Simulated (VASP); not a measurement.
Given:

```yaml
crystal:
  lattice:
    - [0.00000, 2.98106, 2.98106]
    - [2.98106, 0.00000, 2.98106]
    - [11.96386, 11.96386, -0.03961]
  atoms:
    - { symbol: Zn, position: [0.99830, 0.99830, 0.00128] }
    - { symbol: Se, position: [0.26643, 0.26643, 0.05018] }
    - { symbol: Se, position: [0.25404, 0.25404, 0.30947] }
    - { symbol: Se, position: [0.24310, 0.24310, 0.56767] }
    - { symbol: Se, position: [0.23314, 0.23314, 0.82515] }
    - { symbol: Cd, position: [0.01294, 0.01294, 0.24030] }
    - { symbol: Cd, position: [0.00129, 0.00129, 0.49903] }
    - { symbol: Cd, position: [0.99075, 0.99075, 0.75694] }
```

These are PBEsol GGA, VASP's PBE PAW potentials (set 64) (plane waves; VASP) values and carry that method's errors. Settings: 400 eV cut-off, Gaussian smearing of 0.050 eV, potentials Zn Se Cd.

Problem. Give the energies of bands 27 to 40 at the high-symmetry points, in eV from the valence-band maximum.

Solution. 
```csv
band,Γ,T,H2,L,S0,F
27,-2.87,-1.45,-4.16,-4.25,-4.16,-4.19
28,-1.00,-1.30,-4.12,-4.11,-4.12,-4.09
29,-1.00,-0.98,-2.94,-2.29,-2.94,-2.26
30,-0.51,-0.98,-2.72,-2.24,-2.70,-2.21
31,-0.51,-0.61,-2.58,-2.07,-2.62,-2.12
32,-0.36,-0.61,-2.47,-1.71,-2.46,-2.02
33,-0.36,-0.20,-1.67,-1.50,-1.71,-1.52
34,-0.12,-0.20,-1.64,-1.42,-1.60,-1.34
35,0.00,-0.08,-1.51,-1.04,-1.54,-0.87
36,0.00,-0.08,-1.45,-0.93,-1.42,-0.78
37,0.53,1.38,3.72,2.75,3.66,2.22
38,1.91,1.66,3.79,2.97,3.94,2.83
39,2.44,2.22,4.15,3.23,4.01,3.26
40,2.50,2.57,4.33,3.38,4.39,3.72
```

The gap is direct, 0.52 eV, from the valence maximum at Γ to the conduction minimum at Γ.

The structure was generated: Cd3ZnSe4 was put into an ordered model structure (R3m), which need not be its known phase. It was relaxed first.
